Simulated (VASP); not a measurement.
The input files of a VASP run:

### KPOINTS
```
Automatic mesh
0
Gamma
4 5 5
0 0 0
```

### INCAR
```
SYSTEM = ZnS
PREC = Accurate; ENCUT = 400; LREAL = F
LASPH = T
EDIFF = 1E-6; NELM = 100; ALGO = Normal
LMAXMIX = 4
ISMEAR = 0; SIGMA = 0.05
IBRION = 2; NSW = 60; ISIF = 3
EDIFFG = -0.02
LWAVE = F; LCHARG = F
```

POSCAR:
```
ZnS
1.0
  5.2937988634   0.0000000000   0.0000000000
  0.0000000000   3.7486298861   0.0000000000
  0.0000000000   0.0000000000   3.7486298861
Zn S
2 2
direct
  0.0000000000   0.0000000000   0.0000000000
  0.5000000000   0.5000000000   0.5000000000
  0.2500000000   0.0000000000   0.5000000000
  0.7500000000   0.5000000000   0.0000000000
```

POTCAR, in this order: Zn S (LDA.64 set). Program: vasp_std.

Task: Translate this LDA calculation to Quantum ESPRESSO's pw.x.

Result: One equivalent input (not run):
```
&CONTROL
  calculation = 'vc-relax'
  pseudo_dir = './pseudo'
  outdir = './out'
  tprnfor = .true.
  tstress = .true.
  nstep = 60
  forc_conv_thr = 0.00078
/
&SYSTEM
  ibrav = 0
  nat = 4
  ntyp = 2
  ecutwfc = 84
  occupations = 'smearing'
  smearing = 'gaussian'
  degauss = 0.003675
  input_dft = 'pz'
/
&ELECTRONS
  conv_thr = 7.3e-08
  electron_maxstep = 100
/
&IONS
/
&CELL
/
ATOMIC_SPECIES
  Zn 65.380 Zn.upf
  S 32.060 S.upf
CELL_PARAMETERS angstrom
     5.2937989    0.0000000    0.0000000
     0.0000000    3.7486299    0.0000000
     0.0000000    0.0000000    3.7486299
ATOMIC_POSITIONS crystal
  Zn   0.0000000  0.0000000  0.0000000
  Zn   0.5000000  0.5000000  0.5000000
  S    0.2500000  0.0000000  0.5000000
  S    0.7500000  0.5000000  0.0000000
K_POINTS automatic
  4 5 5 0 0 0
```
The two are equivalent in intent, not identical: the potentials are each code's own (VASP's PAW set, PseudoDojo norm-conserving files in pw.x), so ENCUT and ecutwfc are chosen apart and not converted; conv_thr bounds pw.x's estimated SCF error, while EDIFF bounds the energy change between steps; forc_conv_thr acts on force components and is met together with etot_conv_thr.

The compound is ZnS in the zinc blende structure. It was relaxed first, which changed the volume by -6 %. The start is the result of an earlier pass.
